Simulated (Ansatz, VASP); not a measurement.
## SiC (Moissanite 6O SiC): VASP beside Ansatz

Aim: how closely do two programs agree when they are given the same cell, functional and k mesh? The cell is taken from a series of runs on this material, whose earlier steps may have relaxed, scaled, displaced or heated it; both programs get it as it stands.

Main program and level: Ansatz 0.2.0; plane waves, with VASP 6.6.1 beside it; dielectric response at PBE.

## 1. Starting point

Symmetry: Cmc2_1, No. 36, orthorhombic system. Conventional cell: a = 3.078 Å, b = 5.335 Å, c = 15.122 Å, α = 90.00°, β = 90.00°, γ = 90.00°. Nearest to Si lie 4 C at 1.87 to 1.92 Å. Nearest to Si lie 4 C at 1.87 to 1.91 Å. C has 4 Si at 1.87 to 1.91 Å nearest. C has 4 Si at 1.87 to 1.92 Å nearest. Nearest to C lie 4 Si at 1.87 to 1.92 Å. Farther neighbours are not listed.

## 2. Ansatz: dielectric response, PBE

Ansatz runs on its default PAW (the set named soft_2) files.

The response to a field tests empty states and converges slowly with the mesh.

File input.yaml:

```yaml
crystal:
  lattice:
    - [1.5389, -2.6675, 0.0]
    - [1.5389, 2.6675, 0.0]
    - [0.0, 0.0, 15.1219]
  atoms:
    - { symbol: Si, position: [0.1643, 0.8357, 0.80876] }
    - { symbol: Si, position: [0.8357, 0.1643, 0.30876] }
    - { symbol: Si, position: [0.4993, 0.5007, 0.9759] }
    - { symbol: Si, position: [0.5007, 0.4993, 0.4759] }
    - { symbol: Si, position: [0.8327, 0.1673, 0.642] }
    - { symbol: Si, position: [0.1673, 0.8327, 0.142] }
    - { symbol: C, position: [0.171, 0.829, 0.6832] }
    - { symbol: C, position: [0.829, 0.171, 0.1832] }
    - { symbol: C, position: [0.84, 0.16, 0.5183] }
    - { symbol: C, position: [0.16, 0.84, 0.0183] }
    - { symbol: C, position: [0.504, 0.496, 0.8497] }
    - { symbol: C, position: [0.496, 0.504, 0.3497] }
kpoints:
  mp_grid: { grid: [8, 8, 2] }
scf:
  occupations: { method: fixed }
hamiltonian:
  xc: pbe
  pseudopotentials: { kind: paw }
dielectric: {}
```

The run is started by

```
ansatz run input.yaml --threads 4 --pin off --max-ram 8192MiB --backend cpu --events-out ev --progress --plain --runs-dir out
```

Numbers of over 12 decimals in the logs are rounded to 6 here.

What it wrote:

```text
Engine: ansatz 0.2.0, aarch64-unknown-linux-gnu
Pseudopotentials: kind: paw
Pseudopotential: Si, paw, valence charge 4, recommended cutoff 420 eV (normal), Si.paw.azcp
Pseudopotential: C, paw, valence charge 4, recommended cutoff 420 eV (normal), C.paw.azcp
Functional definition: PBE
  parameter kappa = 0.804
  parameter beta = 0.066725
  exchange = pbe_x(kappa = kappa, mu = beta*pi^2/3)
  correlation = pbe_c(beta = beta)
Crystal: 12 atoms, lattice volume = 124.151 Å³
Basis set: ecut = 420 eV, 2415 PW (Γ), exchange–correlation on 48×48×216 points (8 copies of the dense FFT grid, shifted against one another)
Bands: 36, of which v1, the nominal top of the filled ones, is band 24 counted from 1 (23 counted from 0)
Symmetry: 4 space group operations
k-points: 68 of 128 (irreducible under 1 space group operation, time reversal used)
Non-local potential: Si, projectors of the file, l = 0: 2, l = 1: 2, l = 2: 2
Non-local potential: C, projectors of the file, l = 0: 2, l = 1: 2, l = 2: 1
PAW form: soft (Blöchl's): semilocal exchange-correlation on the pseudo side does not see the compensation charge
PAW one-centre angular grid: Si, 110 points (default); XC on 64 Gauss nodes
PAW one-centre angular grid: C, 110 points (default); XC on 64 Gauss nodes
Initial density: superposition of atomic densities (neutral atoms: chi_scale 0, normalization atom), corrected by the library's trained network
Initial wavefunctions: pseudopotential atomic-orbital guess
Functional: x = pbe(κ = 0.804, μ = 0.219515), c = pbe(β = 0.066725)
SCF iter   1: F=—  HF=-5322.879838 eV  |F-HF|=—  |Δ(HF+E_count)|=         —  Δρ=2.58e-3  dr2=8.53e-3  ethr=1.77e-3  ⟨swp⟩=4.8  Hψ=9989  notcnv=0  defer=664
preconditioner: auto → none  [insulator: Δε(μ)=1.853 eV  Ē_g=11.958 eV  n_scr=10 (ndim 8)  ℏωp=23.1 eV  f_vac=0.000  ε∞_Penn≈4.7]
SCF iter   2: F=—  HF=-5322.879600 eV  |F-HF|=—  |Δ(HF+E_count)|=   2.37e-4  Δρ=9.32e-4  dr2=7.02e-4  ethr=1.78e-5  ⟨swp⟩=2.2  Hψ=4567  notcnv=0  defer=680
SCF iter   3: F=—  HF=-5322.879735 eV  |F-HF|=—  |Δ(HF+E_count)|=   1.35e-4  Δρ=4.20e-4  dr2=1.47e-4  ethr=1.46e-6  ⟨swp⟩=2.0  Hψ=3420  notcnv=0  defer=680
SCF iter   4: F=—  HF=-5322.879867 eV  |F-HF|=—  |Δ(HF+E_count)|=   1.32e-4  Δρ=2.35e-4  dr2=1.42e-4  ethr=3.07e-7  ⟨swp⟩=2.2  Hψ=3398  notcnv=0  defer=627
SCF iter   5: F=—  HF=-5322.879866 eV  |F-HF|=—  |Δ(HF+E_count)|=   8.38e-7  Δρ=5.11e-5  dr2=1.67e-6  ethr=2.96e-7  ⟨swp⟩=2.0  Hψ=2899  notcnv=0  defer=526
SCF iter   6: F=—  HF=-5322.879869 eV  |F-HF|=—  |Δ(HF+E_count)|=   3.50e-6  Δρ=1.14e-5  dr2=2.66e-7  ethr=3.47e-9  ⟨swp⟩=2.0  Hψ=3575  notcnv=0  defer=475
SCF iter   7: F=—  HF=-5322.879869 eV  |F-HF|=—  |Δ(HF+E_count)|=   1.06e-7  Δρ=5.38e-6  dr2=7.32e-8  ethr=5.54e-10  ⟨swp⟩=2.0  Hψ=3200  notcnv=0  defer=475
SCF iter   8: F=—  HF=-5322.879869 eV  |F-HF|=—  |Δ(HF+E_count)|=   2.01e-9  Δρ=2.05e-6  dr2=3.25e-9  ethr=1.52e-10  ⟨swp⟩=2.1  Hψ=2867  notcnv=0  defer=475
SCF iter   9: F=—  HF=-5322.879869 eV  |F-HF|=—  |Δ(HF+E_count)|=   3.93e-9  Δρ=6.85e-7  dr2=3.95e-10  ethr=6.77e-12  ⟨swp⟩=2.0  Hψ=3479  notcnv=0  defer=475
SCF iter  10: F=-5322.879869 eV  HF=-5322.879869 eV  |F-HF|=2.09e-11  |Δ(HF+E_count)|=  6.46e-10  Δρ=1.27e-7  dr2=1.37e-11  ethr=1.00e-12  ⟨swp⟩=11.8  Hψ=11671  notcnv=0
SCF 1 converged in 10 iterations: F = -5322.879869 eV  dr2 = 1.37e-11
  greatest PAW one-centre occupation: 0.646 electrons in one spin orbital (limit 2), on the C atom at site 9 (counted from 0), in its partial waves of l = 0
NSCF: frozen V_eff on 2 k-points
DFPT response loops at Γ: preconditioner auto → Resta (q_TF=auto, 2.329 Å⁻¹)  ε∞=5.7 (no band partly filled); β = 1.00, the filter's whole step (`scf.mixing.beta` (0.50) is not read by the response loops at its default; to damp them type it under 1.00, their step now; it binds the ground state too); Broyden in place of MSR1
── the response to a field inside a basis, on 10×10×2 k-points: an SCF that follows is theirs, and a resumed run solves both again ──
Bands: 25, of which v1, the nominal top of the filled ones, is band 24 counted from 1 (23 counted from 0)
k-points: 30 of 200 (time reversal used)
Initial density: handed on by an earlier stage of this run
Initial wavefunctions: pseudopotential atomic-orbital guess (no wavefunctions were taken with the density)
Eigensolver: Dense (30 Hₖ)
SCF iter   1: F=—  HF=-5322.720329 eV  |F-HF|=—  |Δ(HF+E_count)|=         —  Δρ=3.87e-4  dr2=6.21e-5  ethr=1.00e-1
preconditioner: auto → none  [insulator: Δε(μ)=2.100 eV  Ē_g=9.567 eV  n_scr=10 (ndim 8)  ℏωp=23.1 eV  f_vac=0.000  ε∞_Penn≈6.8]
SCF iter   2: F=—  HF=-5322.720364 eV  |F-HF|=—  |Δ(HF+E_count)|=   3.44e-5  Δρ=1.96e-4  dr2=1.40e-5  ethr=1.29e-7
SCF iter   3: F=—  HF=-5322.720380 eV  |F-HF|=—  |Δ(HF+E_count)|=   1.64e-5  Δρ=4.58e-5  dr2=3.70e-6  ethr=2.92e-8
SCF iter   4: F=—  HF=-5322.720380 eV  |F-HF|=—  |Δ(HF+E_count)|=   5.71e-7  Δρ=1.24e-5  dr2=7.08e-7  ethr=7.71e-9
SCF iter   5: F=-5322.720380 eV  HF=-5322.720380 eV  |F-HF|=2.14e-8  |Δ(HF+E_count)|=   1.24e-7  Δρ=4.53e-6  dr2=4.32e-8  ethr=1.48e-9
SCF 1 converged in 5 iterations: F = -5322.720380 eV  dr2 = 4.32e-8
  greatest PAW one-centre occupation: 0.646 electrons in one spin orbital (limit 2), on the C atom at site 8 (counted from 0), in its partial waves of l = 0
DFPT response loops at Γ: preconditioner auto → Resta (q_TF=auto, 2.329 Å⁻¹)  ε∞=5.3 (no band partly filled); β = 1.00, the filter's whole step (`scf.mixing.beta` (0.50) is not read by the response loops at its default; to damp them type it under 1.00, their step now; it binds the ground state too); Broyden in place of MSR1
SCF converged after 10 iterations
Free energy (F): -5322.879869 eV
Harris-Foulkes:  -5322.879869 eV  (|F-HF|=2.09e-11)
Internal energy: -5322.879869 eV  (E = F + TS)
E sigma→0 (E₀):  -5322.879869 eV
Fermi energy:    9.628534 eV
--- Per-component energies (eV) ---
  E_band       = 172.106966
  E_kinetic    = 814.445363
  E_local      = -628.511739  (includes V_loc(G=0)·N_el)
  E_nonlocal   = 311.121074
  E_hartree    = 193.319505
  E_xc         = -633.089523
  E_vxc        = -656.312210  (∫ρ·V_xc dr)
  E_paw        = -3672.534785  (= ΣΔE_a)
  E_vpaw       = -55.274633  (= ΣTr[D̂ρ^β])
  E_aug_tail   = 0.000075  (compensation charges beyond the density's cutoff)
  E_ewald      = -1707.629840
  E_smearing   = -0.000000  (= −TS)
  E_closure    = 0.000000  (closes the sum)
  Σ components = -5322.879869   (vs F -5322.879869, Δ=0.00e0)
--- Band table (eV; the first three rows and the last of 68) ---
  k-point 0: bands = [... 20 lower, 9.3016, 9.4131, 9.5193, 9.6285, 14.7064, 14.8629, 15.3048, 15.7976, ... 8 higher]
  k-point 1: bands = [... 20 lower, 9.3166, 9.3166, 9.5361, 9.5361, 14.7699, 14.7699, 15.5288, 15.5288, ... 8 higher]
  k-point 2: bands = [... 20 lower, 9.0046, 9.0075, 9.3386, 9.4693, 14.7890, 15.1172, 15.2049, 15.7705, ... 8 higher]
  k-point 67: bands = [... 20 lower, 7.8229, 7.8229, 8.1397, 8.1397, 11.5807, 11.5807, 12.9206, 12.9206, ... 8 higher]
--- Dielectric response (ions clamped): 3 representative field directions + reference, inside a basis on a mesh of 200 k-points (Σ response iterations 9) ---
  ε∞ (high-frequency dielectric tensor):
        6.962816     0.000000     0.000000
        0.000000     7.035322     0.000000
        0.000000     0.000000     7.249374
  Born effective charges Z* (e; rows j = field, columns β = displacement):
    site 0:
         2.69874    0.00000    0.00000
         0.00000    2.70237    0.00152
         0.00000   -0.00429    2.86692
    site 1:
         2.69874    0.00000    0.00000
         0.00000    2.70237   -0.00152
         0.00000    0.00429    2.86692
    site 2:
         2.68376    0.00000    0.00000
         0.00000    2.68609   -0.01922
         0.00000    0.01825    2.59741
    site 3:
         2.68376    0.00000    0.00000
         0.00000    2.68609    0.01922
         0.00000   -0.01825    2.59741
    site 4:
         2.72031    0.00000    0.00000
         0.00000    2.72177    0.01357
         0.00000    0.01144    2.81884
    site 5:
         2.72031    0.00000    0.00000
         0.00000    2.72177   -0.01357
         0.00000   -0.01144    2.81884
    site 6:
        -2.70747    0.00000    0.00000
         0.00000   -2.70764   -0.01174
         0.00000   -0.00664   -2.74886
    site 7:
[...]
site 8:
[...]
site 9:
[...]
0.00000   -2.67696    0.01174
         0.00000    0.01340   -2.84761
    site 10:
        -2.70982    0.00000    0.00000
         0.00000   -2.72563   -0.01032
         0.00000    0.00313   -2.68670
    site 11:
        -2.70982    0.00000    0.00000
         0.00000   -2.72563    0.01032
         0.00000   -0.00313   -2.68670
  Z* charge neutrality: 3.344e-2 e pre-enforcement
  solved inside a basis spanned on kpoints, on 10×10×2 k-points, its susceptibility summed on 12×12×2: ε∞ is read to err by 5.8e-2, Z* by 3.3e-2 e (field_mesh: kpoints solves on kpoints); Z* is corrected for what the basis lacks
```

[end of part 1 of 2]

[Lines on the potential files, build, host, timing and source positions are cut from VASP's logs without a mark.]

[Logs are printed without paths, hosts, clocks, repeated set-up lines and the standing remarks that a program may print on its own settings, such as how far it seeks lower states.]

[Hosts, paths, dates, database ids (printed as entryN), source tags and the programs' standing remarks are cut or masked in the printed files.]
